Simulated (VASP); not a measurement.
# CaSi2Sb2 (P-3m1) in VASP: notebook

One crystal, CaSi2Sb2, is run at these levels: PBE, LDA; tasks: band structure.

All numbers are computed with VASP 6.6.1; they aren't measurements. Logs are shortened: lines on timing, memory, paths and dates and some standing lists are left out, and cuts for length are marked.

**1. The structure**

The structure is trigonal, space group P-3m1 (No. 164). The conventional cell has a = 4.997 Å, b = 4.997 Å, c = 5.862 Å, α = 90.00°, β = 90.00°, γ = 120.00°. Ca (site symmetry -3m) has 6 Si at 3.25 Å and 6 Sb at 3.31 Å as nearest neighbours. Si (site symmetry 3m) has 5 Sb at 2.73 to 3.13 Å as nearest neighbours. Sb (site symmetry 3m) has 5 Si at 2.73 to 3.13 Å as nearest neighbours.

The cell was built by a generator and needn't be a form met in nature.

**2. Band structure, PBE**

POSCAR

```
CaSi2Sb2
1.0
    4.9973900000      0.0000000000      0.0000000000
   -2.4987000000      4.3278700000      0.0000000000
    0.0000000000      0.0000000000      5.8616900000
Ca Si Sb
1 2 2
Direct
    0.0000000000      0.0000000000      0.0000000000
    0.3333300000      0.6666700000      0.2564800000
    0.6666700000      0.3333300000      0.7435200000
    0.3333300000      0.6666700000      0.7224000000
    0.6666700000      0.3333300000      0.2776000000
```

INCAR.step1

```
ALGO = Normal
EDIFF = 1E-5
ENCUT = 600
GGA = PE
ISIF = 2
ISMEAR = -1
LASPH = T
LCHARG = T
LREAL = F
LWAVE = F
NBANDS = 22
NELECT = 27.98
NELM = 60
PREC = Accurate
SIGMA = 0.05
```

KPOINTS.step1

```
k-points
0
Gamma
  5 5 4
```

INCAR.step2

```
ALGO = Normal
EDIFF = 1E-5
ENCUT = 600
GGA = PE
ICHARG = 11
ISIF = 2
ISMEAR = 0
LASPH = T
LCHARG = F
LREAL = F
LWAVE = F
NBANDS = 22
NELECT = 27.98
NELM = 60
PREC = Accurate
SIGMA = 0.05
```

KPOINTS.step2

```
path GMKGALHA,LM,KH
10
line-mode
reciprocal
 0.0000000000  0.0000000000  0.0000000000  G
 0.5000000000  0.0000000000  0.0000000000  M

 0.5000000000  0.0000000000  0.0000000000  M
 0.3333333333  0.3333333333  0.0000000000  K

 0.3333333333  0.3333333333  0.0000000000  K
 0.0000000000  0.0000000000  0.0000000000  G

 0.0000000000  0.0000000000  0.0000000000  G
 0.0000000000  0.0000000000  0.5000000000  A

 0.0000000000  0.0000000000  0.5000000000  A
 0.5000000000  0.0000000000  0.5000000000  L

 0.5000000000  0.0000000000  0.5000000000  L
 0.3333333333  0.3333333333  0.5000000000  H

 0.3333333333  0.3333333333  0.5000000000  H
 0.0000000000  0.0000000000  0.5000000000  A

 0.5000000000  0.0000000000  0.5000000000  L
 0.5000000000  0.0000000000  0.0000000000  M

 0.3333333333  0.3333333333  0.0000000000  K
 0.3333333333  0.3333333333  0.5000000000  H
```

Potentials or basis: VASP PAW PBE potentials, release 64 (Ca_sv, Si, Sb).

Run with:

```console
cat potpaw_PBE.64/Ca_sv/POTCAR potpaw_PBE.64/Si/POTCAR potpaw_PBE.64/Sb/POTCAR > POTCAR
cp INCAR.step1 INCAR
cp KPOINTS.step1 KPOINTS
mpirun -np 1 vasp_std > vasp.out
cp INCAR.step2 INCAR
cp KPOINTS.step2 KPOINTS
mpirun -np 1 vasp_std > vasp.out
```

OUTCAR:

```text
EDIFF = 1E-5
   ENCUT = 600
   GGA = PE
   ICHARG = 11
   ISIF = 2
   ISMEAR = 0
   LASPH = T
   LREAL = F
   NELECT = 27.98
   NELM = 60
   PREC = Accurate

 ion  position               nearest neighbor table
   1  0.000  0.000  0.000-   4 3.31   5 3.31   5 3.31   4 3.31   5 3.31   4 3.31
   2  0.333  0.667  0.256-   4 2.73   5 2.89   5 2.89   5 2.89   4 3.13
   3  0.667  0.333  0.744-   5 2.73   4 2.89   4 2.89   4 2.89   5 3.13
   4  0.333  0.667  0.722-   2 2.73   3 2.89   3 2.89   3 2.89   2 3.13   1 3.31   1 3.31   1 3.31

   5  0.667  0.333  0.278-   3 2.73   2 2.89   2 2.89   2 2.89   3 3.13   1 3.31   1 3.31   1 3.31

  LATTYP: Found a hexagonal cell.
 ALAT       =     4.9973900000
 C/A-ratio  =     1.1729502800

  Lattice vectors:

 A1 = (   4.9973900000,   0.0000000000,   0.0000000000)
 A2 = (  -2.4987000000,   4.3278700000,   0.0000000000)
 A3 = (   0.0000000000,   0.0000000000,   5.8616900000)

Analysis of symmetry for initial positions (statically):
=====================================================================
 Subroutine PRICEL returns:
 Original cell was already a primitive cell.

 Routine SETGRP: Setting up the symmetry group for a
 hexagonal supercell.

 Subroutine GETGRP returns: Found  4 space group operations
 (whereof  4 operations were pure point group operations)
 out of a pool of 24 trial point group operations.

The static configuration has the point symmetry C_2h.

Analysis of symmetry for dynamics (positions and initial velocities):
=====================================================================
 Subroutine PRICEL returns:
 Original cell was already a primitive cell.

 Routine SETGRP: Setting up the symmetry group for a
 hexagonal supercell.

 Subroutine GETGRP returns: Found  4 space group operations
 (whereof  4 operations were pure point group operations)
 out of a pool of 24 trial point group operations.

The dynamic configuration has the point symmetry C_2h.

 Subroutine INISYM returns: Found  4 space group operations
 (whereof  4 operations are pure point group operations),
 and found     1 'primitive' translations

----------------------------------------------------------------------------------------

                                     Primitive cell

  volume of cell :     126.7769

[... 86 lines left out ...]
   NELM   =     60;   NELMIN=  2; NELMDL=  0     # of ELM steps
   EDIFF  = 0.1E-04   stopping-criterion for ELM
   LREAL  =      F    real-space projection
   EDIFFG = 0.1E-03   stopping-criterion for IOM
   NSW    =      0    number of steps for IOM
   IBRION =     -1    ionic relax: 0-MD 1-quasi-New 2-CG
   NFREE  =      0    steps in history (QN), initial steepest desc. (CG)
   ISIF   =      2    stress and relaxation
   ISYM   =      2    0-nonsym 1-usesym 2-fastsym
   POTIM  = 0.5000    time-step for ionic-motion
   TEBEG  =    0.0;   TEEND  =   0.0 temperature during run
   PSTRESS=    0.0 pullay stress
   NELECT =      27.9800    total number of electrons
   NUPDOWN=      -1.0000    fix difference up-down
   EMIN   =  10.00;   EMAX   =-10.00  energy-range for DOS
   EFERMI =   0.00;   METHOD = LEGACY
   ISMEAR =     0;   SIGMA  =   0.05  broadening in eV -4-tet -1-fermi 0-gaus
   EFERMI_NEDOS =   21; number of points for ismear=-14 and -15
   IALGO  =     38    algorithm
   IMIX   =      4    mixing-type and parameters
     AMIX     =   0.40;   BMIX     =  1.00
     AMIX_MAG =   1.60;   BMIX_MAG =  1.00
  volume/ion in A,a.u.               =      25.36       171.11
  Fermi-wavevector in a.u.,A,eV,Ry     =   0.989336  1.869575 13.317198  0.978786
  Thomas-Fermi vector in A             =   2.120928
   LORBIT       =      0    0 simple, 1 ext, 2 COOP (PROOUT), +10 PAW based schemes
   GGA     = PE    functional components
   LHFCALC =     F    Hartree Fock is set to
   AEXX    =    0.0000 exact exchange contribution
   IVDW    =     0    specifies the selected vdW correction
   LEPSILON=     F    determine dielectric tensor
   LRPA    =     F    only Hartree local field effects (RPA)
 non-spin polarized calculation
 Gauss-broadening in eV      SIGMA  =   0.05
  energy-cutoff  :      600.00
  volume of cell :      126.78
 maximum number of plane-waves:      4260
 NGX is ok and might be reduce to    40

 number of electron      27.9800001 magnetization

 Free energy of the ion-electron system (eV)
  ---------------------------------------------------
  ext. energy  EPLUGINS =         0.00000000
  ---------------------------------------------------
  free energy    TOTEN  =       -20.67637673 eV

  energy without entropy =      -20.67359505  energy(sigma->0) =      -20.67498589

 E-fermi :   6.2073     XC(G=0):  -9.5081

 val. band max:        6.2048552551   @ k =   0.2963   0.2963   0.5000
 cond. band min:       6.2149339647   @ k =   0.1111   0.0000   0.0000
 fundamental gap:      0.0100787096
 Fermi energy:         6.2072991564

 k-point     1 :       0.0000    0.0000    0.0000
  band No.  band energies     occupation
      1     -35.0545      2.00000
      2     -16.0994      2.00000
      3     -16.0933      2.00000
      4     -16.0932      2.00000
      5      -5.6394      2.00000
      6      -2.7375      2.00000
[... 589 lines left out ...]
     21      10.4845      0.00000
     22      10.9599      0.00000

 [... further k-points ...]

------------------------ aborting loop because EDIFF is reached ----------------------------------------

  FORCE on cell =-STRESS in cart. coord.  units (eV):
  Direction    XX          YY          ZZ          XY          YZ          ZX
  --------------------------------------------------------------------------------------
  -------------------------------------------------------------------------------------
  Total        2.5823252     -2.4038439     -0.2932899     -4.3181378     -0.1213486      0.2101821
  in kB       32.6348194    -30.3792151     -3.7065294    -54.5716118     -1.5335750      2.6562315
  external PRESSURE =      -0.4836417 kB  Pullay stress =       0.0000000 kB

 VOLUME and BASIS-vectors are now :
 -----------------------------------------------------------------------------
  energy-cutoff  :      600.00
  volume of cell :      126.78
      direct lattice vectors                 reciprocal lattice vectors
     4.997390000  0.000000000  0.000000000     0.200104455  0.115530504  0.000000000
    -2.498700000  4.327870000  0.000000000     0.000000000  0.231060545  0.000000000
     0.000000000  0.000000000  5.861690000     0.000000000  0.000000000  0.170599264

 POSITION                                       TOTAL-FORCE (eV/Angst)
 -----------------------------------------------------------------------------------
      0.00000      0.00000      0.00000         0.000000      0.000000      0.000000
     -0.00003      2.88526      1.50341         0.579400     -0.334517      0.387049
      2.49872      1.44261      4.35828        -0.579400      0.334517     -0.387049
     -0.00003      2.88526      4.23448         0.596475     -0.344375     -0.359384
      2.49872      1.44261      1.62721        -0.596475      0.344375      0.359384
 -----------------------------------------------------------------------------------
    total drift:                                0.000000      0.000000     -0.000000

  FREE ENERGIE OF THE ION-ELECTRON SYSTEM (eV)
  ---------------------------------------------------
  free  energy   TOTEN  =       -20.6763767264 eV

  energy  without entropy=      -20.6735950494  energy(sigma->0) =      -20.67498589
```

OUTCAR.step1:

```text
EDIFF = 1E-5
   ENCUT = 600
   GGA = PE
   ISIF = 2
[... 836 lines left out ...]
     -0.00003      2.88526      1.50341         0.000069     -0.000040     -0.110925
      2.49872      1.44261      4.35828        -0.000069      0.000040      0.110925
     -0.00003      2.88526      4.23448         0.000098     -0.000056      0.112280
      2.49872      1.44261      1.62721        -0.000098      0.000056     -0.112280
 -----------------------------------------------------------------------------------
    total drift:                                0.000000      0.000000     -0.000000

  FREE ENERGIE OF THE ION-ELECTRON SYSTEM (eV)
  ---------------------------------------------------
  free  energy   TOTEN  =       -21.1382878220 eV

  energy  without entropy=      -21.1180050149  energy(sigma->0) =      -21.12814642
```

OSZICAR.step1:

```text
N       E                     dE             d eps       ncg     rms          rms(c)
DAV:   1     0.165972052136E+03    0.16597E+03   -0.11632E+04  1452   0.117E+03
DAV:   2    -0.111482539874E+02   -0.17712E+03   -0.17167E+03  1688   0.251E+02
DAV:   3    -0.208441489638E+02   -0.96959E+01   -0.93697E+01  2306   0.520E+01
DAV:   4    -0.212899291954E+02   -0.44578E+00   -0.44414E+00  2340   0.878E+00
DAV:   5    -0.212999583551E+02   -0.10029E-01   -0.10026E-01  2050   0.130E+00    0.542E+00
DAV:   6    -0.211593021749E+02    0.14066E+00   -0.27959E-01  1910   0.249E+00    0.329E+00
DAV:   7    -0.211402026816E+02    0.19099E-01   -0.13180E-01  2042   0.190E+00    0.670E-01
DAV:   8    -0.211379162115E+02    0.22865E-02   -0.21120E-02  1918   0.786E-01    0.160E-01
DAV:   9    -0.211381510484E+02   -0.23484E-03   -0.20029E-03  1952   0.241E-01    0.825E-02
DAV:  10    -0.211382399209E+02   -0.88872E-04   -0.22118E-04  2128   0.685E-02    0.381E-02
DAV:  11    -0.211382842040E+02   -0.44283E-04   -0.67021E-05  1822   0.398E-02    0.130E-02
DAV:  12    -0.211382878220E+02   -0.36179E-05   -0.36556E-06  1322   0.979E-03
   1 F= -.21138288E+02 E0= -.21128146E+02  d E =-.202828E-01
```

Wall time 2.5 min (1 thread of Intel Xeon 6975P-C (Granite Rapids), shared host); peak memory 0.46 GiB.

These settings aren't checked as converged: the numbers below hold their error.

What came out:

```
Band gap along the path : none (metal or under the smearing width)
```

Caveat: the cell is charged against a uniform background, so pressure and absolute levels hang on convention; the log is that of the step along the path at fixed density, whose energy, stress, charges and moments have no meaning; spin-orbit coupling is left out, which moves the levels of the heavy elements.

**3. Band structure, LDA**

POSCAR is that of step 2.

INCAR.step1

```
SYSTEM = CaSi2Sb2
  ALGO = Fast
  EDIFF = 1E-7
  ENCUT = 520
  ISIF = 2
  ISMEAR = -1
  LASPH = .True.
  LCHARG = .True.
  LREAL = .False.
  LWAVE = .False.
  NBANDS = 22
  NELM = 100
  PREC = Accurate
  SIGMA = 0.05
```

KPOINTS.step1

```
k-points
0
Gamma
  5 5 4
  0 0 0
```

INCAR.step2

```
SYSTEM = CaSi2Sb2
  ALGO = Fast
  EDIFF = 1E-7
  ENCUT = 520
  ICHARG = 11
  ISIF = 2
  ISMEAR = 0
  LASPH = .True.
  LCHARG = .False.
  LREAL = .False.
  LWAVE = .False.
  NBANDS = 22
  NELM = 100
  PREC = Accurate
  SIGMA = 0.05
```

Edit KPOINTS.step2 of step 2 so:

```diff
@@ -1,3 +1,3 @@
 path GMKGALHA,LM,KH
-10
+20
 line-mode
```

Potentials or basis: VASP PAW LDA potentials, release 64 (Ca_sv, Si, Sb).

Run with:

```console
cat potpaw_LDA.64/Ca_sv/POTCAR potpaw_LDA.64/Si/POTCAR potpaw_LDA.64/Sb/POTCAR > POTCAR
cp INCAR.step1 INCAR
cp KPOINTS.step1 KPOINTS
mpirun -np 1 vasp_std > vasp.out
cp INCAR.step2 INCAR
cp KPOINTS.step2 KPOINTS
mpirun -np 1 vasp_std > vasp.out
```

It took 6.9 min on 1 thread of Intel Xeon 6975P-C (Granite Rapids), shared host; peak memory 0.58 GiB.

Results (log left out):

| Quantity | Value |
| --- | --- |
| Band gap along the path | none (metal or under the smearing width) |

Levels at the corners of the path, in eV from the Fermi level:
| point | band 12 | band 13 | band 14 | band 15 | band 16 | band 17 |
| --- | --- | --- | --- | --- | --- | --- |
| Γ | -1.49 | -1.37 | -1.37 | -0.29 | -0.29 | 0.57 |
| M | -3.07 | -2.43 | 0.06 | 1.37 | 2.01 | 2.05 |
| M | -3.07 | -2.43 | 0.06 | 1.37 | 2.01 | 2.05 |
| K | -2.72 | -0.52 | -0.52 | 1.11 | 1.68 | 1.68 |
| K | -2.72 | -0.52 | -0.52 | 1.11 | 1.68 | 1.68 |
| Γ | -1.49 | -1.37 | -1.37 | -0.29 | -0.29 | 0.57 |
| Γ | -1.49 | -1.37 | -1.37 | -0.29 | -0.29 | 0.57 |
| A | -2.96 | -1.82 | -1.11 | -0.42 | -0.42 | 0.76 |
| A | -2.96 | -1.82 | -1.11 | -0.42 | -0.42 | 0.76 |
| L | -2.01 | -1.22 | 0.20 | 0.44 | 1.03 | 1.68 |
| L | -2.01 | -1.22 | 0.20 | 0.44 | 1.03 | 1.68 |
| H | -1.03 | 0.01 | 0.01 | 0.76 | 0.76 | 1.33 |
| H | -1.03 | 0.01 | 0.01 | 0.76 | 0.76 | 1.33 |
| A | -2.96 | -1.82 | -1.11 | -0.42 | -0.42 | 0.76 |
| L | -2.01 | -1.22 | 0.20 | 0.44 | 1.03 | 1.68 |
| M | -3.07 | -2.43 | 0.06 | 1.37 | 2.01 | 2.05 |
| K | -2.72 | -0.52 | -0.52 | 1.11 | 1.68 | 1.68 |
| H | -1.03 | 0.01 | 0.01 | 0.76 | 0.76 | 1.33 |

Caveat: the log is that of the step along the path at fixed density, whose energy, stress, charges and moments have no meaning; spin-orbit coupling is left out, which moves the levels of the heavy elements.
